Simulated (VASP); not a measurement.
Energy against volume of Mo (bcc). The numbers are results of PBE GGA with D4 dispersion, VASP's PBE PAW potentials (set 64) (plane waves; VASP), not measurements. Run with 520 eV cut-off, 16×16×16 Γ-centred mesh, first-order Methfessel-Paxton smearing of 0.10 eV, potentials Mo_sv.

| V (Å³/atom) | E (eV/atom) |
|---|---|
| 14.563 | -11.49893 |
| 15.028 | -11.53805 |
| 15.492 | -11.54929 |
| 15.957 | -11.53672 |

Task: Fit these four points and predict the energy of the run at 16.422 Å³/atom.

Result: A cubic in V^(−2/3), the third-order Birch-Murnaghan form, passes through the four points with V0 = 15.47 Å³/atom and B0 = 275 GPa, and gives -11.5037 eV/atom there. The run gave -11.5037 eV/atom, -0.0 meV/atom from the fit; all five points give B0 = 275 GPa.

The compound is Mo in the bcc structure. It was relaxed first.
